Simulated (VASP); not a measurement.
Output of a VASP run:

OSZICAR:
```
       N       E                     dE             d eps       ncg     rms          rms(c)
DAV:   1     0.282418185616E+03    0.28242E+03   -0.15166E+04  2040   0.619E+02
DAV:   2    -0.327361487436E+02   -0.31515E+03   -0.29635E+03  2285   0.230E+02
DAV:   3    -0.487066852859E+02   -0.15971E+02   -0.15710E+02  2743   0.504E+01
DAV:   4    -0.493043056835E+02   -0.59762E+00   -0.59584E+00  2784   0.599E+00
DAV:   5    -0.493086275742E+02   -0.43219E-02   -0.43211E-02  2482   0.533E-01    0.382E+01
DAV:   6    -0.411843613155E+02    0.81243E+01   -0.11699E+01  2232   0.207E+01    0.141E+01
DAV:   7    -0.410433199158E+02    0.14104E+00   -0.10382E+00  2277   0.445E+00    0.105E+01
DAV:   8    -0.409956307810E+02    0.47689E-01   -0.19531E-01  2246   0.255E+00    0.269E+00
DAV:   9    -0.409797191593E+02    0.15912E-01   -0.18076E-02  2316   0.807E-01    0.580E-01
DAV:  10    -0.409798536811E+02   -0.13452E-03   -0.30760E-03  2455   0.262E-01    0.954E-02
DAV:  11    -0.409798562758E+02   -0.25947E-05   -0.17917E-04  2409   0.598E-02    0.747E-02
DAV:  12    -0.409798807183E+02   -0.24443E-04   -0.25399E-05  2282   0.263E-02    0.388E-02
DAV:  13    -0.409798804639E+02    0.25442E-06   -0.38884E-06  2445   0.985E-03
   1 F= -.40979880E+02 E0= -.40979880E+02  d E =-.122060E-24
```

OUTCAR:
```
------------------------ aborting loop because EDIFF is reached ----------------------------------------
  FORCE on cell =-STRESS in cart. coord.  units (eV):
  Direction    XX          YY          ZZ          XY          YZ          ZX
  --------------------------------------------------------------------------------------
  Total        3.2254746      3.2254746      3.2254746      0.0000000      0.0000000     -0.0000000
  in kB       83.9704694     83.9704694     83.9704694      0.0000000      0.0000000     -0.0000000
  external PRESSURE =      83.9704694 kB  Pullay stress =       0.0000000 kB
  volume of cell :       61.54
      direct lattice vectors                 reciprocal lattice vectors
     3.948140000  0.000000000  0.000000000     0.253283825  0.000000000  0.000000000
     0.000000000  3.948140000  0.000000000     0.000000000  0.253283825  0.000000000
     0.000000000  0.000000000  3.948140000     0.000000000  0.000000000  0.253283825
 POSITION                                       TOTAL-FORCE (eV/Angst)
 -----------------------------------------------------------------------------------
      1.97407      1.97407      1.97407         0.000000      0.000000      0.000000
      0.00000      0.00000      0.00000         0.000000      0.000000      0.000000
      0.00000      1.97407      0.00000         0.000000      0.000000      0.000000
      1.97407      0.00000      0.00000         0.000000      0.000000      0.000000
      0.00000      0.00000      1.97407         0.000000      0.000000      0.000000
 -----------------------------------------------------------------------------------
    total drift:                                0.000000      0.000000     -0.000000
  FREE ENERGIE OF THE ION-ELECTRON SYSTEM (eV)
  ---------------------------------------------------
  free  energy   TOTEN  =       -40.9798804639 eV

  energy  without entropy=      -40.9798804639  energy(sigma->0) =      -40.97988046
```
(Selected blocks of OUTCAR.)

### POSCAR
```
KTaO3
1
    3.9481400000     0.0000000000     0.0000000000
    0.0000000000     3.9481400000     0.0000000000
    0.0000000000     0.0000000000     3.9481400000
K Ta O
1 1 3
Direct
  0.5000000000   0.5000000000   0.5000000000
  0.0000000000   0.0000000000   0.0000000000
  0.0000000000   0.5000000000   0.0000000000
  0.5000000000   0.0000000000   0.0000000000
  0.0000000000   0.0000000000   0.5000000000
```

Reconstruct the remaining input files.

This is not unique; one that fits is the input of the run itself, PBE GGA, plane waves, VASP's PBE PAW potentials (set 64).

File KPOINTS:
```
Automatic mesh
0
Gamma
7 7 7
0 0 0
```

INCAR:
```
SIGMA  =  0.01
LCHARG  =  .FALSE.
ISMEAR  =  0   ! Gaussian
ALGO  =  Normal
LWAVE  =  .FALSE.
GGA  =  PE   ! PBE
ISIF  =  2   ! forces and stress, cell fixed
EDIFF  =  1E-6
NELM  =  100   ! most electronic steps
NBANDS  =  51
LMAXMIX  =  6   ! l cut-off of mixed one-centre charges
LASPH  =  .TRUE.   ! aspherical one-centre terms
ENCUT  =  400
SYSTEM  =  KTaO3
LREAL  =  .FALSE.
PREC  =  Accurate
```

POTCAR, in this order: K_sv Ta_pv O (PBE.64 set). Program: vasp_std.

At this cut-off the stress carries a Pulay error, which pulls relaxed volumes low.

The structure comes from a computed database's KTaO3 entry; how it stands against other phases isn't given here. The cell was not relaxed at this level. The run is one of a series of settings (NBANDS = 51 against the base run), some of them coarse on purpose.
